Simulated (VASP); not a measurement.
Wanted: the native input for a VASP 6.6.1 run.

- Task: single point
- Functional: PBE
- Potentials or basis: VASP PAW PBE potentials, release 64 (Ga_d, N)
- Cutoff: 400 eV
- k mesh: 8 × 8 × 8
- Occupations: gaussian, width 0.02 eV
- Spin: no spin polarisation
- Further INCAR settings: ALGO = Normal; EDIFF = 1e-07

The structure of GaN lies in POSCAR:

```
GaN
1.0
    0.0000000000      2.2535006100      2.2535006100
    2.2535006100      0.0000000000      2.2535006100
    2.2535006100      2.2535006100      0.0000000000
Ga N
1 1
Direct
    0.0000000000      0.0000000000      0.0000000000
    0.7500000000      0.7500000000      0.7500000000
```

The cell is a database's computed one.

The input as run:

INCAR

```
PREC = Accurate
ENCUT = 400
EDIFF = 1E-7
ISMEAR = 0
SIGMA = 0.02
LREAL = F
LASPH = T
NELM = 80
ALGO = Normal
ISIF = 2
LWAVE = F
LCHARG = F
GGA = PE
```

KPOINTS

```
regular mesh
0
Gamma
  8 8 8
```

Potentials or basis: VASP PAW PBE potentials, release 64 (Ga_d, N).

The run is started by

```bash
$ cat potpaw_PBE.64/Ga_d/POTCAR potpaw_PBE.64/N/POTCAR > POTCAR
$ mpirun -np 1 vasp_std > vasp.out
```

It gave:

```json
{
  "Band gap on the k mesh": "1.71 eV, direct"
}
```

Wall time 7.4 s on 1 thread of Intel(R) Xeon(R) Platinum 8488C (Sapphire Rapids), with other jobs on the host, peak memory 0.13 GiB.
